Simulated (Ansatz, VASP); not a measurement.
**Two plane-wave programs on ScSi2**

```
Sc Si
1.0
     3.58529    0.00000    0.00000
    -1.79264    3.10495    0.00000
     0.00000    0.00000    3.79100
Sc Si
1 2
Cartesian
  0.0000 0.0000 0.0000
  1.7926 1.0350 1.8955
  0.0000 2.0700 1.8955
```

Change from the starting cell: volume scaled by 0.94.

Alike in both runs: task single point; functional PBE; k mesh 8 × 8 × 7; occupations fermi-dirac, width 0.05 eV; no spin polarisation.

```csv
,VASP,Ansatz
version,VASP 6.6.1,Ansatz 0.2.0
potentials or method,"VASP PAW PBE potentials, release 64 (Sc_sv, Si)",Ansatz PAW
plane-wave cutoff (eV),520,420
valence electrons in the cell,19,19
```

|  | VASP | Ansatz | Ansatz less VASP |
| --- | --- | --- | --- |
| gap on the k mesh at the Fermi level (eV) | none | none | - |
| pressure (GPa) | 38.8 | 38.7 | -0.06 |
| largest component of the traceless stress (GPa) | 31.04 | 31.26 | +0.220 |

A gap of «none» marks a metal or a gap that the smearing closes. With one functional, cell and mesh, what is left measures potentials, basis and numerics.
